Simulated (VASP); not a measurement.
An input for Quantum ESPRESSO's pw.x (written as the equivalent of a VASP run, and not itself run):

```
&CONTROL
  calculation = 'scf'
  pseudo_dir = './pseudo'
  outdir = './out'
  tprnfor = .true.
  tstress = .true.
/
&SYSTEM
  ibrav = 0
  nat = 5
  ntyp = 3
  ecutwfc = 84
  occupations = 'smearing'
  smearing = 'gaussian'
  degauss = 0.0147
  input_dft = 'pbesol'
/
&ELECTRONS
  conv_thr = 7.3e-08
  electron_maxstep = 100
/
ATOMIC_SPECIES
  Sc 44.956 Sc.upf
  In 114.818 In.upf
  N 14.007 N.upf
CELL_PARAMETERS angstrom
     4.4644600    0.0000000    0.0000000
     0.0000000    4.4644600    0.0000000
     0.0000000    0.0000000    4.4644600
ATOMIC_POSITIONS crystal
  Sc   0.4999310  0.5085520  0.0076760
  Sc  -0.0054450  0.4977900  0.4989510
  Sc   0.4991820 -0.0019800  0.5015390
  In  -0.0055780 -0.0089440  0.0032530
  N    0.5119090  0.5045820  0.4885800
K_POINTS automatic
  4 4 4 0 0 0
```

Q: Translate this input to VASP (INCAR, KPOINTS, POSCAR, choice of POTCAR).

A: One answer among several that fit: 
INCAR:
```
! general
SYSTEM   =  Sc3InN
PREC     =  Accurate
ENCUT    =  400
LREAL    =  .FALSE.
LASPH    =  .TRUE.

! electronic loop
EDIFF    =  1E-6
NELM     =  100
ALGO     =  Normal
LMAXMIX  =  4

! smearing
ISMEAR   =  0
SIGMA    =  0.2

! functional
GGA      =  PS

! ions
ISIF     =  2

! output
LWAVE    =  .FALSE.
LCHARG   =  .FALSE.
```

**KPOINTS**
```
kpoints
0
Gamma
  4 4 4
```

### POSCAR
```
Sc3InN
1
    4.4644600000     0.0000000000     0.0000000000
    0.0000000000     4.4644600000     0.0000000000
    0.0000000000     0.0000000000     4.4644600000
Sc In N
3 1 1
Direct
  0.4999310000   0.5085520000   0.0076760000
 -0.0054450000   0.4977900000   0.4989510000
  0.4991820000  -0.0019800000   0.5015390000
 -0.0055780000  -0.0089440000   0.0032530000
  0.5119090000   0.5045820000   0.4885800000
```

POTCAR, in this order: Sc_sv In_d N (PBE.64 set). Program: vasp_std.

What does not carry over: the potentials are each code's own (VASP's PAW set, PseudoDojo norm-conserving files in pw.x), so ENCUT and ecutwfc are chosen apart and not converted; conv_thr bounds pw.x's estimated SCF error, while EDIFF bounds the energy change between steps.

The structure comes from a computed database's Sc3InN entry; how it stands against other phases isn't given here. The cell was not relaxed at this level, atoms are displaced from their ideal sites. The k-mesh is coarse (spacing up to 0.35 per Å, 2π included), so the numbers may not be converged in it.
